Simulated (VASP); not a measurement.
```xyz
2
Lattice="2.1771 1.2569 3.8299 -2.1771 1.2569 3.8299 0.0000 -2.5139 3.8299" Properties=species:S:1:pos:R:3 pbc="T T T"
Sb     0.0000     0.0000     3.0822
Sb     0.0000     0.0000     8.4074
```

Level of theory: PBE GGA, VASP's PBE PAW potentials (set 64) (plane waves; VASP). Settings: 300 eV cut-off, 6×6×6 Γ-centred mesh shifted by (0.5, 0.5, 0.5), first-order Methfessel-Paxton smearing of 0.27 eV, potentials Sb.

Task: Predict the energy per atom (σ→0), largest force.

Result: 
```yaml
energy per atom (σ→0): -4.147 eV/atom
largest_force: 0.152 eV/Å
```

Total energies compare only between runs with the same potentials, cut-off and functional.

The structure comes from a computed database's Sb entry; how it stands against other phases isn't given here. The cell was not relaxed at this level.
